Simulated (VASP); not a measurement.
Data:

```xyz
2
Lattice="0.0000 3.5956 3.5956 3.5956 0.0000 3.5956 3.5956 3.5956 0.0000" Properties=species:S:1:pos:R:3 pbc="T T T"
Tl     7.1912     3.5956     3.5956
Cl     1.7978     1.7978     1.7978
```

Calculation: PBE GGA, VASP's PBE PAW potentials (set 64) (plane waves; VASP). Numerical set-up: 400 eV cut-off, Gaussian smearing of 0.050 eV, potentials Tl_d Cl.

Unless said otherwise, spin-orbit coupling is left out, though it shifts the bands of the heavy elements here.

Question: Give the energies of bands 7 to 13 at the high-symmetry points, in eV from the valence-band maximum.

Answer: 
```json
[
 {"band": "7", "Γ": "-3.40", "X": "-4.20", "U": "-4.18", "L": "-4.09", "W": "-4.18"},
 {"band": "8", "Γ": "-1.27", "X": "-1.67", "U": "-1.82", "L": "-1.43", "W": "-1.77"},
 {"band": "9", "Γ": "-1.27", "X": "-1.67", "U": "-1.59", "L": "-1.43", "W": "-1.72"},
 {"band": "10", "Γ": "-1.27", "X": "-0.09", "U": "-0.07", "L": "-0.70", "W": "0.00"},
 {"band": "11", "Γ": "5.10", "X": "3.25", "U": "3.81", "L": "4.10", "W": "4.26"},
 {"band": "12", "Γ": "5.10", "X": "5.92", "U": "5.11", "L": "5.37", "W": "4.47"},
 {"band": "13", "Γ": "5.10", "X": "5.92", "U": "5.76", "L": "5.37", "W": "5.86"}
]
```

The gap is indirect, 3.25 eV, from the valence maximum at W to the conduction minimum at X.

The structure was generated: TlCl was put into the zinc blende type (F-43m), which need not be its known phase. It was relaxed first, which changed the volume by +100 %.
